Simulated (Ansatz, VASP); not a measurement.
# MgO2: VASP beside Ansatz, part 2 of 2

One calculation is typed for both programs; each brings its own data sets. How far apart do they land? The cell is taken from a series of runs on this material, whose earlier steps may have relaxed, scaled, displaced or heated it; both programs get it as it stands.

VASP 6.6.1 and Ansatz 0.2.0.

So far: Starting point; Ansatz: dielectric response, LDA.

**3. VASP: dielectric response, LDA**

Level of this step: LDA; plane waves and PAW (Mg, O) (VASP).

The same cell, functional (in two slightly different forms) and mesh now go to VASP, with its own data sets.

Lines of VASP's logs that name or quote its potential files are left out, and so is its time.

The input, INCAR:

```
SYSTEM = MgO2
PREC = Accurate
ENCUT = 520
EDIFF = 1E-08
NELM = 120
ISMEAR = 0
SIGMA = 0.01
LREAL = .FALSE.
ALGO = Normal
GGA = CA
NBANDS = 13
LORBIT = 11
LWAVE = .FALSE.
LCHARG = .FALSE.
ISIF = 2
LEPSILON = .TRUE.
LASPH = .TRUE.
GGA_COMPAT = .FALSE.
KPAR = 2
```

The input, POSCAR:

```
MgO2
1.0
    1.6047610160      0.9265092046      3.4939788749
   -1.6047610160      0.9265092046      3.4939788749
    0.0000000000     -1.8530184092      3.4939788749
Mg O
1 2
Direct
    0.0000000000      0.0000000000      0.0000000000
    0.4287860000      0.4287860000      0.4287860000
    0.5712140000      0.5712140000      0.5712140000
```

The input, KPOINTS:

```
Automatic mesh
0
Gamma
8 8 8
0 0 0
```

Potentials, in the order of the species: Mg and O (LDA family, release 64).

On the command line:

```sh
$ mpirun -np 2 vasp_std
```

Numbers of over 12 decimals in the logs are rounded to 6 here.

Output:

```text
[banner, memory and clock lines left out]
running    2 mpi-ranks, on    1 nodes
 distrk:  each k-point on    1 cores,    2 groups
 distr:  one band on    1 cores,    1 groups

 POSCAR found type information on POSCAR MgO
 POSCAR found :  2 types and       3 ions
 LDA part: xc-table for (Slater(with rela. corr.)+CA(PZ))
 , standard interpolation
 POSCAR, INCAR and KPOINTS ok, starting setup
 FFT: planning ... GRIDC
 FFT: planning ... GRID_SOFT
 FFT: planning ... GRID
 WAVECAR not read
 entering main loop
       N       E                     dE             d eps       ncg     rms          rms(c)
DAV:   1     0.435902806986E+02    0.43590E+02   -0.76439E+03  1890   0.977E+02
DAV:   2    -0.176589512251E+02   -0.61249E+02   -0.57264E+02  2106   0.202E+02
DAV:   3    -0.199675602061E+02   -0.23086E+01   -0.23018E+01  2068   0.386E+01
DAV:   4    -0.199772996709E+02   -0.97395E-02   -0.97390E-02  1920   0.282E+00
DAV:   5    -0.199773494428E+02   -0.49772E-04   -0.49772E-04  2025   0.188E-01    0.827E+00
DAV:   6    -0.186601147186E+02    0.13172E+01   -0.21387E+00  1815   0.127E+01    0.348E+00
DAV:   7    -0.185086913045E+02    0.15142E+00   -0.16377E-01  1830   0.371E+00    0.166E+00
DAV:   8    -0.184796116784E+02    0.29080E-01   -0.60950E-02  1845   0.235E+00    0.235E-01
DAV:   9    -0.184794054749E+02    0.20620E-03   -0.10526E-02  1740   0.784E-01    0.912E-02
DAV:  10    -0.184793116881E+02    0.93787E-04   -0.62285E-04  1825   0.233E-01    0.350E-02
DAV:  11    -0.184793069509E+02    0.47373E-05   -0.36219E-05  2110   0.560E-02    0.648E-03
DAV:  12    -0.184793073814E+02   -0.43058E-06   -0.22867E-06  1855   0.128E-02    0.196E-03
DAV:  13    -0.184793073809E+02    0.48556E-09   -0.13947E-07  1875   0.344E-03    0.554E-04
DAV:  14    -0.184793073802E+02    0.74556E-09   -0.16863E-08  1530   0.119E-03
   1 F= -.18479307E+02 E0= -.18479307E+02  d E =-.117872E-16
 Linear response reoptimize wavefunctions to high precision
DAV:   1    -0.184793073798E+02    0.42576E-09   -0.12721E-09  1215   0.324E-04
DAV:   2    -0.184793073798E+02   -0.38767E-10   -0.67382E-11   890   0.803E-05
 Linear response G [H, r] |phi>, progress :
  Direction:   1
       N       E                     dE             d eps       ncg     rms
RMM:   1    -0.502150584877E+02   -0.50215E+02    0.65866E+01  3345   0.704E+01
RMM:   2    -0.516719042744E+02   -0.14568E+01   -0.13335E+00  2707   0.102E+01
RMM:   3    -0.516919196929E+02   -0.20015E-01   -0.39784E-02  2881   0.103E+00
RMM:   4    -0.516921941053E+02   -0.27441E-03   -0.16187E-04  3021   0.705E-02
RMM:   5    -0.516921951988E+02   -0.10935E-05   -0.24908E-06  3040   0.743E-03
RMM:   6    -0.516921952039E+02   -0.51174E-08   -0.54861E-08  2944   0.713E-04
 Linear response G [H, r] |phi>, progress :
  Direction:   2
       N       E                     dE             d eps       ncg     rms
RMM:   1    -0.478480941273E+02   -0.47848E+02    0.82951E+01  3391   0.712E+01
RMM:   2    -0.492587190658E+02   -0.14106E+01   -0.13612E+00  2705   0.103E+01
RMM:   3    -0.492805450887E+02   -0.21826E-01   -0.45222E-02  2875   0.111E+00
RMM:   4    -0.492808431619E+02   -0.29807E-03   -0.19700E-04  2964   0.766E-02
RMM:   5    -0.492808445915E+02   -0.14296E-05   -0.37467E-06  3037   0.855E-03
RMM:   6    -0.492808445844E+02    0.70877E-08   -0.87855E-08  2917   0.804E-04
 Linear response G [H, r] |phi>, progress :
  Direction:   3
       N       E                     dE             d eps       ncg     rms
RMM:   1    -0.482377878761E+02   -0.48238E+02    0.10213E+02  4467   0.711E+01
RMM:   2    -0.485888448494E+02   -0.35106E+00   -0.22036E+00  2675   0.124E+01
RMM:   3    -0.485817727169E+02    0.70721E-02   -0.93898E-03  2770   0.738E-01
RMM:   4    -0.485817424879E+02    0.30229E-04   -0.92673E-05  2906   0.725E-02
RMM:   5    -0.485817424118E+02    0.76133E-07   -0.47025E-07  2976   0.597E-03
RMM:   6    -0.485817424319E+02   -0.20127E-07    0.19659E-08  2885   0.595E-04
RMM:   7    -0.485817424343E+02   -0.23772E-08    0.52950E-09  2115   0.658E-05
 Linear response to external field (no local field effect), progress :
  Direction:   1
       N       E                     dE             d eps       ncg     rms          rms(c)
RMM:   1    -0.171583205463E+00   -0.17158E+00   -0.55659E-01  3498   0.203E+00
RMM:   2    -0.185399127052E+00   -0.13816E-01   -0.29553E-03  2714   0.330E-01
RMM:   3    -0.185415478144E+00   -0.16351E-04   -0.17639E-05  2880   0.217E-02
RMM:   4    -0.185415691511E+00   -0.21337E-06   -0.15259E-07  2884   0.180E-03
RMM:   5    -0.185415695221E+00   -0.37100E-08   -0.78255E-10  2298   0.178E-04
 change of polarisation eV/A/(eV/A) component  1 :     0.371    -0.063     0.019
 dielectric tensor                  component  1 :     3.153    -0.365     0.108
 Linear response to external field (no local field effect), progress :
  Direction:   2
       N       E                     dE             d eps       ncg     rms          rms(c)
RMM:   1    -0.142632010441E+00   -0.14263E+00   -0.40301E-01  3570   0.194E+00
RMM:   2    -0.149393715488E+00   -0.67617E-02   -0.22937E-03  2721   0.318E-01
RMM:   3    -0.149402577543E+00   -0.88621E-05   -0.10788E-05  2907   0.203E-02
RMM:   4    -0.149402672410E+00   -0.94867E-07   -0.87653E-08  2905   0.164E-03
RMM:   5    -0.149402673691E+00   -0.12807E-08   -0.93516E-10  2338   0.154E-04
 change of polarisation eV/A/(eV/A) component  2 :    -0.063     0.299     0.028
 dielectric tensor                  component  2 :    -0.365     2.735     0.164
 Linear response to external field (no local field effect), progress :
  Direction:   3
       N       E                     dE             d eps       ncg     rms          rms(c)
RMM:   1    -0.307261270178E+00   -0.30726E+00   -0.14899E+00  3749   0.318E+00
RMM:   2    -0.313525802849E+00   -0.62645E-02   -0.52388E-03  2646   0.474E-01
RMM:   3    -0.313532290370E+00   -0.64875E-05   -0.17202E-05  2784   0.266E-02
RMM:   4    -0.313532427934E+00   -0.13756E-06   -0.92058E-08  2757   0.192E-03
RMM:   5    -0.313532429428E+00   -0.14940E-08   -0.51466E-10  2241   0.169E-04
 change of polarisation eV/A/(eV/A) component  3 :     0.019     0.028     0.627
 dielectric tensor                  component  3 :     0.108     0.164     4.640
 Linear response to external field, progress :
  Direction:   1
       N       E                     dE             d eps       ncg     rms          rms(c)
RMM:   1    -0.156852193491E+00   -0.15685E+00   -0.47725E-01  8165   0.200E+00
RMM:   2    -0.167395705184E+00   -0.10544E-01   -0.26327E-03  6283   0.329E-01    0.635E-01
RMM:   3    -0.163045504023E+00    0.43502E-02   -0.22786E-03  6190   0.357E-01    0.373E-01
RMM:   4    -0.168755102320E+00   -0.57096E-02   -0.43131E-03  6254   0.492E-01    0.356E-02
RMM:   5    -0.169369824134E+00   -0.61472E-03   -0.54718E-05  6866   0.625E-02    0.907E-03
RMM:   6    -0.169484016368E+00   -0.11419E-03   -0.43628E-07  6932   0.557E-03    0.232E-03
RMM:   7    -0.169527826704E+00   -0.43810E-04   -0.63624E-08  7010   0.201E-03    0.192E-04
RMM:   8    -0.169527359892E+00    0.46681E-06   -0.26381E-10  6130   0.200E-04    0.573E-05
RMM:   9    -0.169528443519E+00   -0.10836E-05   -0.49041E-11  5420   0.802E-05    0.553E-06
 change of polarisation eV/A/(eV/A) component  1 :     0.317    -0.002     0.021
 dielectric tensor                  component  1 :     2.841    -0.009     0.121
 Linear response to external field, progress :
  Direction:   2
       N       E                     dE             d eps       ncg     rms          rms(c)
RMM:   1    -0.156849728795E+00   -0.15685E+00   -0.47722E-01  8329   0.198E+00
RMM:   2    -0.167395884790E+00   -0.10546E-01   -0.26552E-03  6289   0.324E-01    0.635E-01
RMM:   3    -0.163042640076E+00    0.43532E-02   -0.22491E-03  6161   0.358E-01    0.373E-01
RMM:   4    -0.168751552815E+00   -0.57089E-02   -0.42529E-03  6265   0.494E-01    0.356E-02
RMM:   5    -0.169373720968E+00   -0.62217E-03   -0.59770E-05  6870   0.644E-02    0.909E-03
RMM:   6    -0.169481097783E+00   -0.10738E-03   -0.41540E-07  6952   0.556E-03    0.234E-03
RMM:   7    -0.169527205828E+00   -0.46108E-04   -0.63508E-08  7061   0.200E-03    0.223E-04
RMM:   8    -0.169527657545E+00   -0.45172E-06   -0.66899E-10  6532   0.228E-04    0.131E-04
RMM:   9    -0.169528011176E+00   -0.35363E-06    0.55128E-10  5883   0.107E-04    0.140E-05
RMM:  10    -0.169528385766E+00   -0.37459E-06   -0.80626E-12  3768   0.289E-05    0.365E-06
 change of polarisation eV/A/(eV/A) component  2 :    -0.002     0.317     0.000
 dielectric tensor                  component  2 :    -0.010     2.841     0.000
 Linear response to external field, progress :
  Direction:   3
       N       E                     dE             d eps       ncg     rms          rms(c)
RMM:   1    -0.307261270178E+00   -0.30726E+00   -0.14899E+00  3749   0.318E+00
RMM:   2    -0.313525803029E+00   -0.62645E-02   -0.52388E-03  2646   0.474E-01    0.157E+00
RMM:   3    -0.286259152292E+00    0.27267E-01   -0.50361E-02  2764   0.154E+00    0.775E-01
RMM:   4    -0.283209684205E+00    0.30495E-02   -0.67956E-03  2643   0.753E-01    0.399E-01
RMM:   5    -0.291487940925E+00   -0.82783E-02   -0.24985E-03  2802   0.422E-01    0.435E-02
RMM:   6    -0.291701169541E+00   -0.21323E-03   -0.47446E-05  2844   0.513E-02    0.146E-02
RMM:   7    -0.291983763540E+00   -0.28259E-03   -0.79560E-06  2834   0.230E-02    0.343E-03
RMM:   8    -0.291978119479E+00    0.56441E-05   -0.21717E-07  2913   0.341E-03    0.312E-04
RMM:   9    -0.291976048959E+00    0.20705E-05   -0.30677E-09  2932   0.430E-04    0.133E-04
RMM:  10    -0.291976329098E+00   -0.28014E-06    0.39867E-09  2465   0.151E-04    0.111E-05
RMM:  11    -0.291976354534E+00   -0.25436E-07    0.00000E+00  1333   0.262E-05    0.439E-06
 change of polarisation eV/A/(eV/A) component  3 :     0.017     0.024     0.546
 dielectric tensor                  component  3 :     0.101     0.137     4.167
 Born effective charges drift removed
```

From OUTCAR (step 3):

```text
ion  position               nearest neighbor table
   1  0.000  0.000  0.000-   3 2.11   3 2.11   2 2.11   2 2.11   3 2.11   2 2.11
   2  0.429  0.429  0.429-   3 1.49   1 2.11   1 2.11   1 2.11
   3  0.571  0.571  0.571-   2 1.49   1 2.11   1 2.11   1 2.11

  LATTYP: Found a trigonal (rhomboedric) cell.
 ALAT       =     3.9549419216
 COS(alpha) =     0.6707160928

 Subroutine GETGRP returns: Found 12 space group operations
 (whereof 12 operations were pure point group operations)

The static configuration has the point symmetry D_3d.

 Found     65 irreducible k-points:

   k-points           NKPTS =     65   k-points in BZ     NKDIM =     65   number of bands    NBANDS=     13

   dimension x,y,z NGX =    30 NGY =   30 NGZ =   30
   dimension x,y,z NGXF=    60 NGYF=   60 NGZF=   60

   ENCUT  =  520.0 eV  38.22 Ry    6.18 a.u.   7.35  7.35  7.35*2*pi/ulx,y,z

   NELECT =      14.0000    total number of electrons

 k-points in reciprocal lattice and weights: Automatic mesh
   0.00000000  0.00000000  0.00000000       0.002
   0.12500000 -0.00000000  0.00000000       0.012
   0.25000000 -0.00000000  0.00000000       0.012
   0.37500000 -0.00000000  0.00000000       0.012
   0.50000000 -0.00000000  0.00000000       0.006
   0.12500000  0.12500000  0.00000000       0.012
   0.25000000  0.12500000  0.00000000       0.023
   0.37500000  0.12500000  0.00000000       0.023
   0.50000000  0.12500000  0.00000000       0.023
[...]
-0.37500000  0.50000000  0.37500000       0.012
   0.50000000  0.50000000  0.50000000       0.002

 average (electrostatic) potential at core
       1 -36.8549       2 -73.8888       3 -73.8888

  Total       -1.9478784     -1.9478784     -2.3946246      0.0000000      0.0000000      0.0000000
  in kB     -100.1245986   -100.1245987   -123.0881940      0.0000000      0.0000000      0.0000000
  external PRESSURE =    -107.7791304 kB  Pullay stress =       0.0000000 kB

  energy-cutoff  :      520.00
  volume of cell :       31.17
      direct lattice vectors                 reciprocal lattice vectors
     1.604761016  0.926509205  3.493978875     0.311572873  0.179886682  0.095402218
    -1.604761016  0.926509205  3.493978875    -0.311572873  0.179886682  0.095402218
     0.000000000 -1.853018409  3.493978875     0.000000000 -0.359773364  0.095402218

 POSITION                                       TOTAL-FORCE (eV/Angst)
 -----------------------------------------------------------------------------------
      0.00000      0.00000      0.00000         0.000000      0.000000     -0.000000
      0.00000      0.00000      4.49451         0.000000     -0.000000      0.193652
      0.00000      0.00000      5.98743         0.000000      0.000000     -0.193652
 -----------------------------------------------------------------------------------
    total drift:                                0.000000     -0.000000      0.000000

 MACROSCOPIC STATIC DIELECTRIC TENSOR (including local field effects in DFT)
 ------------------------------------------------------
           2.840654     0.000000     0.000000
          -0.000000     2.840654    -0.000000
           0.000000     0.000000     4.166868
 ------------------------------------------------------

 PIEZOELECTRIC TENSOR (including local field effects)  for field in x, y, z        (C/m^2)
          XX          YY          ZZ          XY          YZ          ZX
  --------------------------------------------------------------------------------
  x     0.00000     0.00000     0.00000     0.00000     0.00000     0.00000
  y     0.00000     0.00000     0.00000     0.00000     0.00000     0.00000
  z     0.00000     0.00000     0.00000     0.00000     0.00000     0.00000

 BORN EFFECTIVE CHARGES (including local field effects) (in |e|, cummulative output)
 ---------------------------------------------------------------------------------
 ion    1
    1     2.02742     0.00000     0.00000
    2     0.00000     2.02742     0.00000
    3     0.00000     0.00000     2.07532
 ion    2
    1    -1.01371     0.00000     0.00000
    2     0.00000    -1.01371    -0.00000
    3     0.00000    -0.00000    -1.03766
 ion    3
    1    -1.01371     0.00000     0.00000
    2     0.00000    -1.01371    -0.00000
    3     0.00000    -0.00000    -1.03766
```

**4. Comparison**

Known differences besides the potentials themselves: the two LDA forms differ slightly; fixed occupations in Ansatz, narrow Gaussian smearing in VASP; VASP's response is taken on the typed mesh, Ansatz refines its own for the field response alone; the data sets hold 22 valence electrons in Ansatz (on its default PAW (the set named soft_2) files) and 14 in VASP; the cutoff is 420 eV in Ansatz and 520 eV in VASP; VASP's log shows a relativistic correction to its local exchange, Ansatz's none. Total energies have different zeros and are not compared.

Both answers:

| quantity | Ansatz | VASP | difference |
| --- | --- | --- | --- |
| ε∞ xx | 2.88 | 2.84 | +1.44 % |
| ε∞ yy | 2.88 | 2.84 | +1.44 % |
| ε∞ zz | 4.18 | 4.17 | +0.34 % |

**5. Outcome**

| Quantity | Value |
| --- | --- |
| difference in ε∞ xx (dielectric response, LDA) | 1.4 % |

What this shows: The difference in ε∞ xx is 1.4 % (dielectric response, LDA), within the 5 % picked in this series as the mark of a large difference. The data sets hold unlike numbers of valence electrons (22 in Ansatz and 14 in VASP), so part of the differences comes from the potentials. Such differences can come from data sets, numerical settings and the points named under the comparisons, not from the functional's error against experiment.

[Lines on the potential files, build, host, timing and source positions are cut from VASP's logs without a mark.]

[Logs are printed without paths, hosts, clocks, repeated set-up lines and the standing remarks that a program may print on its own settings, such as how far it seeks lower states.]

[Hosts, paths, dates, database ids (printed as entryN), source tags and the programs' standing remarks are cut or masked in the printed files.]
